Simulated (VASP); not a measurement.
## FeSb: U from linear response

Wanted: U by linear response. The start is a cell from a database of measured crystal structures.

Calculated with VASP 6.6.1; PBEsol, spin-polarised from a ferromagnetic start; plane waves and PAW (Fe, Fe, Sb), in the first sound run; inputs show where later runs differ.

The database entry behind the starting cell differs from later determinations by our own check (0.1 to 0.3 % short, probably kX units), so it need not match the best structure at ambient conditions.

**1. The starting structure**

Symmetry: P6_3/mmc, No. 194, hexagonal system. The conventional cell has a = 4.060 Å, b = 4.060 Å, c = 5.130 Å, α = 90.00°, β = 90.00°, γ = 120.00°. Nearest to Fe lie 2 Fe at 2.56 Å and 6 Sb at 2.67 Å. Nearest to Sb lie 6 Fe at 2.67 Å. Farther neighbours are not listed.

**2. Ground state**

The shifted atom is typed as a species of its own, and density and orbitals are saved as the common start.

INCAR

```
SYSTEM = FeSb
PREC = Accurate
ENCUT = 350
EDIFF = 1E-06
NELM = 150
ISMEAR = 0
SIGMA = 0.05
LREAL = .FALSE.
ALGO = Normal
GGA = PS
NBANDS = 21
ISPIN = 2
MAGMOM = 3 3 0 0
LMAXMIX = 4
LORBIT = 11
LWAVE = .TRUE.
LCHARG = .TRUE.
KPAR = 2
AMIX = 0.2
BMIX = 1E-04
AMIX_MAG = 0.8
BMIX_MAG = 1E-04
```

POSCAR

```
FeSb
1.0
    4.0600000000      0.0000000000      0.0000000000
   -2.0300000000      3.5160631394      0.0000000000
    0.0000000000      0.0000000000      5.1300000000
Fe Fe Sb
1 1 2
Direct
    0.0000000000      0.0000000000      0.5000000000
    0.0000000000      0.0000000000      0.0000000000
    0.6666666667      0.3333333333      0.7500000000
    0.3333333333      0.6666666667      0.2500000000
```

KPOINTS

```
Automatic mesh
0
Gamma
4 4 3
0 0 0
```

PAW data sets: Fe, Fe and Sb (PBE family, release 64).

Command:

```console
mpirun -np 2 vasp_std
```

The program printed:

```text
[banner, memory and clock lines left out]
running    2 mpi-ranks, on    1 nodes
 distrk:  each k-point on    1 cores,    2 groups
 distr:  one band on    1 cores,    1 groups

 POSCAR found type information on POSCAR FeFeSb
 POSCAR found :  3 types and       4 ions
|                                                                             |
|               ----> ADVICE to this user running VASP <----                  |
|                                                                             |
|     You enforced a specific xc type in the INCAR file but a different       |
|     [... a line on the potential file left out ...]
|     I HOPE YOU KNOW WHAT YOU ARE DOING!                                     |
|                                                                             |

 LDA part: xc-table for (Slater+PW92), standard interpolation
 POSCAR, INCAR and KPOINTS ok, starting setup
 FFT: planning ... GRIDC
 FFT: planning ... GRID_SOFT
 FFT: planning ... GRID
 WAVECAR not read
 entering main loop
       N       E                     dE             d eps       ncg     rms          rms(c)
DAV:   1     0.131641754366E+03    0.13164E+03   -0.82774E+03   756   0.883E+02
DAV:   2    -0.214004188526E+02   -0.15304E+03   -0.14560E+03   766   0.240E+02
DAV:   3    -0.287682344013E+02   -0.73678E+01   -0.70367E+01   940   0.621E+01
DAV:   4    -0.289768475582E+02   -0.20861E+00   -0.20786E+00   900   0.108E+01
DAV:   5    -0.289835054715E+02   -0.66579E-02   -0.66548E-02   945   0.200E+00    0.158E+01
DAV:   6    -0.276488021878E+02    0.13347E+01   -0.12083E+01  1034   0.541E+01    0.965E+00
DAV:   7    -0.270549111751E+02    0.59389E+00   -0.21771E+00   967   0.237E+01    0.546E+00
DAV:   8    -0.269603034568E+02    0.94608E-01   -0.30953E-01   911   0.392E+00    0.300E+00
DAV:   9    -0.270644470842E+02   -0.10414E+00   -0.12715E+00  1123   0.112E+01    0.677E+00
DAV:  10    -0.269166493779E+02    0.14780E+00   -0.87326E-01  1191   0.960E+00    0.954E-01
DAV:  11    -0.269240574212E+02   -0.74080E-02   -0.12157E-02   876   0.953E-01    0.650E-01
DAV:  12    -0.269251672315E+02   -0.11098E-02   -0.34740E-03  1066   0.414E-01    0.342E-01
DAV:  13    -0.269248060928E+02    0.36114E-03   -0.19841E-03  1181   0.463E-01    0.171E-01
DAV:  14    -0.269246988308E+02    0.10726E-03   -0.36931E-04   999   0.220E-01    0.496E-02
DAV:  15    -0.269246873605E+02    0.11470E-04   -0.86386E-05   923   0.896E-02    0.241E-02
DAV:  16    -0.269246912715E+02   -0.39111E-05   -0.12305E-05   939   0.332E-02    0.105E-02
DAV:  17    -0.269246915908E+02   -0.31925E-06   -0.12304E-06   583   0.119E-02
   1 F= -.26924692E+02 E0= -.26920094E+02  d E =-.919596E-02  mag=     2.9989
 writing wavefunctions
```

Wall time 22 s (2 MPI ranks of Intel Xeon Platinum 8488C (Sapphire Rapids), shared host); peak memory 0.35 GiB; 42 s of CPU time.

Lines that name or quote the potential files are left out of all logs, and their timing lines are given in words.

From OUTCAR (step 2):

```text
ion  position               nearest neighbor table
   1  0.000  0.000  0.500-   2 2.56   2 2.56   4 2.67   3 2.67   3 2.67   4 2.67   3 2.67   4 2.67

  LATTYP: Found a hexagonal cell.
 ALAT       =     4.0600000000
 C/A-ratio  =     1.2635467980

 Subroutine GETGRP returns: Found 12 space group operations
 (whereof 12 operations were pure point group operations)

The static configuration has the point symmetry D_3d.

 Found      9 irreducible k-points:

   k-points           NKPTS =      9   k-points in BZ     NKDIM =      9   number of bands    NBANDS=     21

   dimension x,y,z NGX =    28 NGY =   28 NGZ =   32
   dimension x,y,z NGXF=    56 NGYF=   56 NGZF=   64

   ENCUT  =  350.0 eV  25.72 Ry    5.07 a.u.   6.19  6.19  7.83*2*pi/ulx,y,z

   NELECT =      26.0000    total number of electrons

 k-points in reciprocal lattice and weights: Automatic mesh
   0.00000000  0.00000000  0.00000000       0.021
   0.25000000  0.00000000  0.00000000       0.125
   0.50000000  0.00000000  0.00000000       0.062
   0.25000000  0.25000000  0.00000000       0.125
   0.00000000  0.00000000  0.33333333       0.042
   0.25000000  0.00000000  0.33333333       0.125
   0.00000000  0.25000000  0.33333333       0.125
   0.50000000  0.00000000  0.33333333       0.125
   0.25000000  0.25000000  0.33333333       0.250

 average (electrostatic) potential at core
       1 -40.9424       2 -40.9424       3 -84.5447       4 -84.5447

 E-fermi :   7.8650

 spin component 1
 k-point     1 :       0.0000    0.0000    0.0000
  band No.  band energies     occupation
    ...
      8       5.4159      1.00000
      9       6.2157      1.00000
     10       6.2157      1.00000
     11       6.8653      1.00000
     12       6.8653      1.00000
     13       8.5136      0.00000
     14       8.5136      0.00000
     15       8.5832      0.00000
     16      10.6680      0.00000
     17      10.6680      0.00000
    ...

 k-point     2 :       0.2500    0.0000    0.0000
  band No.  band energies     occupation
    ...
     10       6.3498      1.00000
     11       6.4717      1.00000
     12       6.8370      1.00000
     13       6.8731      1.00000
     14       7.2000      1.00000
     15       8.1578      0.00000
     16       9.0248      0.00000
     17      10.7122      0.00000
     18      11.6431      0.00000
     19      12.2650      0.00000
    ...

 k-point     3 :       0.5000    0.0000    0.0000
  band No.  band energies     occupation
    ...
     12       6.4886      1.00000
     13       6.7343      1.00000
     14       6.8382      1.00000
     15       6.8886      1.00000
     16       7.7752      0.99446
     17       9.7267      0.00000
     18      11.7481      0.00000
     19      12.0560      0.00000
     20      13.3636      0.00000
     21      13.4911      0.00000

 k-point     4 :       0.2500    0.2500    0.0000
  band No.  band energies     occupation
    ...
     11       6.5456      1.00000
     12       6.6008      1.00000
     13       6.8297      1.00000
     14       6.8730      1.00000
     15       7.5058      1.00000
     16       8.9765      0.00000
     17       9.1741      0.00000
     18       9.3443      0.00000
     19      12.0094      0.00000
     20      13.9093      0.00000
    ...

 k-point     5 :       0.0000    0.0000    0.3333
  band No.  band energies     occupation
    ...
      8       5.4758      1.00000
      9       5.6993      1.00000
     10       5.6993      1.00000
     11       6.3384      1.00000
     12       6.3384      1.00000
     13       7.9681      0.00178
     14       9.5573      0.00000
     15       9.5806      0.00000
     16       9.5806      0.00000
     17      10.5300      0.00000
    ...

 k-point     6 :       0.2500    0.0000    0.3333
  band No.  band energies     occupation
    ...
      9       5.6767      1.00000
     10       6.0486      1.00000
     11       6.2453      1.00000
     12       6.3801      1.00000
     13       7.2496      1.00000
     14       8.0146      0.00001
     15       8.3156      0.00000
     16       8.4792      0.00000
     17      10.0778      0.00000
     18      10.4703      0.00000
    ...

  Total       -3.6532857     -3.6532857     -4.9034286      0.0000000      0.0000000      0.0000000
  in kB      -79.9271173    -79.9271173   -107.2779269      0.0000000      0.0000000      0.0000000
  external PRESSURE =     -89.0440538 kB  Pullay stress =       0.0000000 kB

  energy-cutoff  :      350.00
  volume of cell :       73.23
      direct lattice vectors                 reciprocal lattice vectors
     4.060000000  0.000000000  0.000000000     0.246305419  0.142204500  0.000000000
    -2.030000000  3.516063139  0.000000000     0.000000000  0.284409000  0.000000000
     0.000000000  0.000000000  5.130000000     0.000000000  0.000000000  0.194931774

 POSITION                                       TOTAL-FORCE (eV/Angst)
 -----------------------------------------------------------------------------------
      0.00000      0.00000      2.56500        -0.000000      0.000000      0.000000
      0.00000      0.00000      0.00000        -0.000000      0.000000      0.000000
      2.03000      1.17202      3.84750         0.000000      0.000000     -0.000133
     -0.00000      2.34404      1.28250        -0.000000      0.000000      0.000133
 -----------------------------------------------------------------------------------
    total drift:                               -0.000000      0.000000     -0.000000

  FREE ENERGIE OF THE ION-ELECTRON SYSTEM (eV)
  ---------------------------------------------------
  free  energy   TOTEN  =       -26.9246915908 eV

  energy  without entropy=      -26.9154956284  energy(sigma->0) =      -26.92009361

 total charge
# of ion       s       p       d       tot
------------------------------------------
    1        0.403   0.431   6.369   7.203
    2        0.403   0.431   6.369   7.203
    3        1.124   1.234   0.071   2.428
    4        1.124   1.234   0.071   2.428
--------------------------------------------------
tot          3.053   3.330  12.878  19.262

 magnetization (x)
# of ion       s       p       d       tot
------------------------------------------
    1        0.010   0.004   1.609   1.623
    2        0.010   0.004   1.609   1.623
    3        0.002  -0.078  -0.003  -0.079
    4        0.002  -0.078  -0.003  -0.079
--------------------------------------------------
tot          0.023  -0.148   3.213   3.088

[... 6 further parts left out ...]
```

The magnetic state follows from one typed start and may not be the lowest. The k-mesh is coarse for a metal. LASPH is off, so gradient terms of the non-spherical density inside the spheres are left out; for open d or f shells this can shift gaps and moments. The PAW data sets were made with PBE, which is usual practice but a small mismatch for other functionals.

Numbers from this step:

```yaml
electronic_cycles: 17
electrons: 26
free_energy_toten: -26.92 eV
energy_at_zero_smearing: -26.92 eV
fermi_energy: 7.865 eV
moment_of_the_cell_from_the_last_line_of_the_log: 2.999 μB
labelled_metallic_from_the_levels_on_this_mesh: yes
```

Spin moment in the PAW sphere by atom:

```csv
atom,spin moment in the PAW sphere (μB)
Fe1,1.62
Fe2,1.62
Sb3,-0.08
Sb4,-0.08
```

**3. Shifted potential, frozen density, alpha -0.2**

This step: PBEsol, with a shift of one shell's potential, spin-polarised from a ferromagnetic start; plane waves and PAW (Fe, Fe, Sb) (VASP 6.6.1).

With the density held, the shell's charge shows the bare response.

Changes to INCAR since step 2:

```diff
@@ -15,4 +15,4 @@
 LORBIT = 11
-LWAVE = .TRUE.
-LCHARG = .TRUE.
+LWAVE = .FALSE.
+LCHARG = .FALSE.
 KPAR = 2
@@ -22 +22,7 @@
 BMIX_MAG = 1E-04
+LDAU = .TRUE.
+LDAUTYPE = 3
+LDAUL = 2 -1 -1
+LDAUU = -0.2 0 0
+LDAUJ = -0.2 0 0
+ICHARG = 11
```

POSCAR is that of step 2.

KPOINTS is that of step 2.

The WAVECAR or CHGCAR of an earlier step is read.

Command:

```console
mpirun -np 2 vasp_std
```

The program printed:

```text
[banner, memory and clock lines left out]
running    2 mpi-ranks, on    1 nodes
 distrk:  each k-point on    1 cores,    2 groups
 distr:  one band on    1 cores,    1 groups

 POSCAR found type information on POSCAR FeFeSb
 POSCAR found :  3 types and       4 ions
 [... a notice as in an earlier step ...]

 LDA part: xc-table for (Slater+PW92), standard interpolation
 found WAVECAR, reading the header
 WARNING: stress and forces are not correct
 POSCAR, INCAR and KPOINTS ok, starting setup
 FFT: planning ... GRIDC
 FFT: planning ... GRID_SOFT
 FFT: planning ... GRID
 reading WAVECAR
 the WAVECAR file was read successfully
 charge density read from file: CHGCAR, FeSb
magnetization read from file: component  1
 entering main loop
       N       E                     dE             d eps       ncg     rms          rms(c)
DAV:   1    -0.256761064122E+02   -0.25676E+02   -0.19624E-01  1212   0.261E+00
DAV:   2    -0.256764033496E+02   -0.29694E-03   -0.29694E-03   821   0.430E-01
DAV:   3    -0.256764048362E+02   -0.14866E-05   -0.14870E-05   957   0.256E-02
DAV:   4    -0.256764048692E+02   -0.33007E-07   -0.33465E-07   544   0.436E-03
   1 F= -.25676405E+02 E0= -.25671745E+02  d E =-.932068E-02  mag=     2.9989
```

Elapsed: 6.2 s, on 2 MPI ranks; peak memory 0.34 GiB.

Parts of OUTCAR (step 3):

```text
The static configuration has the point symmetry D_3d.

 Found      9 irreducible k-points:

   NELECT =      26.0000    total number of electrons

 E-fermi :   7.9726

 spin component 1
 k-point     1 :       0.0000    0.0000    0.0000
  band No.  band energies     occupation
    ...
      8       5.4936      1.00000
      9       6.3082      1.00000
     10       6.3082      1.00000
     11       6.9671      1.00000
     12       6.9671      1.00000
     13       8.5137      0.00000
     14       8.5137      0.00000
     15       8.6738      0.00000
     16      10.7158      0.00000
     17      10.7158      0.00000
    ...

 k-point     2 :       0.2500    0.0000    0.0000
  band No.  band energies     occupation
    ...
     10       6.4399      1.00000
     11       6.5306      1.00000
     12       6.9400      1.00000
     13       6.9711      1.00000
     14       7.2463      1.00000
     15       8.2411      0.00000
     16       9.0697      0.00000
     17      10.7371      0.00000
     18      11.6713      0.00000
     19      12.2769      0.00000
    ...

 k-point     3 :       0.5000    0.0000    0.0000
  band No.  band energies     occupation
    ...
     12       6.5997      1.00000
     13       6.8212      1.00000
     14       6.9368      1.00000
     15       6.9909      1.00000
     16       7.8540      0.99960
     17       9.7850      0.00000
     18      11.7771      0.00000
     19      12.0877      0.00000
     20      13.3637      0.00000
     21      13.4912      0.00000

 k-point     4 :       0.2500    0.2500    0.0000
  band No.  band energies     occupation
    ...
     11       6.6181      1.00000
     12       6.6998      1.00000
     13       6.9315      1.00000
     14       6.9742      1.00000
     15       7.5752      1.00000
     16       9.0124      0.00000
     17       9.2170      0.00000
     18       9.3836      0.00000
     19      12.0315      0.00000
     20      13.9227      0.00000
    ...

  Total       -5.7058196     -5.7058196     -7.5457420      0.0000000     -0.0000000      0.0000000
  in kB     -124.8327556   -124.8327556   -165.0868460      0.0000000     -0.0000000      0.0000000
  external PRESSURE =    -138.2507858 kB  Pullay stress =       0.0000000 kB

 POSITION                                       TOTAL-FORCE (eV/Angst)
 -----------------------------------------------------------------------------------
      0.00000      0.00000      2.56500         0.000000      0.000000      0.000000
      0.00000      0.00000      0.00000         0.000000      0.000000      0.000000
      2.03000      1.17202      3.84750        -0.000000      0.000000      0.456735
     -0.00000      2.34404      1.28250         0.000000     -0.000000     -0.456735
 -----------------------------------------------------------------------------------
    total drift:                               -0.000000      0.000000     -0.000000

  FREE ENERGIE OF THE ION-ELECTRON SYSTEM (eV)
  ---------------------------------------------------
  free  energy   TOTEN  =       -25.6764048692 eV

  energy  without entropy=      -25.6670841875  energy(sigma->0) =      -25.67174453

 total charge
# of ion       s       p       d       tot
------------------------------------------
    1        0.404   0.434   6.065   6.902
    2        0.406   0.437   6.578   7.421
    3        1.125   1.247   0.072   2.444
    4        1.125   1.247   0.072   2.444
--------------------------------------------------
tot          3.060   3.365  12.787  19.212

 magnetization (x)
# of ion       s       p       d       tot
------------------------------------------
    1        0.011   0.003   1.795   1.809
    2        0.009   0.003   1.440   1.451
    3        0.002  -0.079  -0.003  -0.080
    4        0.002  -0.079  -0.003  -0.080
--------------------------------------------------
tot          0.023  -0.152   3.229   3.100

[... 8 parts as in an earlier step ...]

[... 9 further parts left out ...]
```

Numbers from this step:

```
electronic cycles       : 4
free energy (TOTEN)     : -25.68 eV
energy at zero smearing : -25.67 eV
Fermi energy            : 7.973 eV
```

Spin moment in the PAW sphere by atom:

```csv
atom,spin moment in the PAW sphere (μB)
Fe1,1.81
Fe2,1.45
Sb3,-0.08
Sb4,-0.08
```

Energy at zero smearing: -25.67174 eV.

[end of part 1 of 3]

[Lines on the potential files, build, host, timing and source positions are cut from VASP's logs without a mark.]

[Logs are printed without paths, hosts, clocks, repeated set-up lines and the standing remarks that a program may print on its own settings, such as how far it seeks lower states.]

[Hosts, paths, dates, database ids (printed as entryN), source tags and the programs' standing remarks are cut or masked in the printed files.]

[In band tables of VASP the shares of atoms and orbitals are scaled to a sum of 1 inside the atoms' spheres.]

[Runs that stopped without an error message from VASP are left out.]
